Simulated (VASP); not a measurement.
All values below come from PBE GGA, VASP's PBE PAW potentials (set 64) (plane waves; VASP 6.6.1).

VASP ran on this input.

### POSCAR
```
In
1
   -1.6430904846     1.6430904846     2.5334199655
    1.6430904846    -1.6430904846     2.5334199655
    1.6430904846     1.6430904846    -2.5334199655
In
1
Direct
  0.0000000000   1.0000000000   0.0000000000
```

File KPOINTS:
```
Automatic mesh
0
Gamma
14 14 14
0 0 0
```

### INCAR
```
SYSTEM=In
PREC=Accurate; ENCUT=400; LREAL=.False.
LASPH=.True.
EDIFF=1E-8; NELM=100; ALGO=Normal
LMAXMIX=4
ISMEAR=1; SIGMA=0.1
GGA=PE
IBRION=1; NSW=30; ISIF=2
EDIFFG=-0.001
LWAVE=.False.; LCHARG=.False.
```

POTCAR, in this order: In_d (PBE.64 set). Program: vasp_std.

Unless said otherwise, spin-orbit coupling is left out, though it shifts the bands of the heavy elements here.

Task: Predict the energy per atom (σ→0), band gap (on the k-mesh).

Result: 
| Quantity | Value |
|---|---|
| energy per atom (σ→0) | -2.562 eV/atom |
| band gap (on the k-mesh) | none (metal, semimetal or under 0.01 eV) |

OSZICAR:
```
...
DAV:   7    -0.256178864313E+01    0.38544E-02   -0.13105E-02  5664   0.230E+00    0.240E-01
DAV:   8    -0.256157169943E+01    0.21694E-03   -0.73872E-04  5766   0.542E-01    0.304E-02
DAV:   9    -0.256157840876E+01   -0.67093E-05   -0.14377E-05  6552   0.527E-02    0.121E-02
DAV:  10    -0.256157902106E+01   -0.61231E-06   -0.11247E-06  5366   0.128E-02    0.230E-03
DAV:  11    -0.256157900340E+01    0.17665E-07   -0.73914E-08  5868   0.304E-03    0.121E-03
DAV:  12    -0.256157894472E+01    0.58681E-07   -0.46387E-09  2980   0.129E-03    0.270E-04
DAV:  13    -0.256157894333E+01    0.13877E-08   -0.51608E-10  2794   0.295E-04
   1 F= -.25615789E+01 E0= -.25615037E+01  d E =-.256158E+01
```

The compound is In in the bct structure. It was relaxed first. The start is the result of an earlier pass.
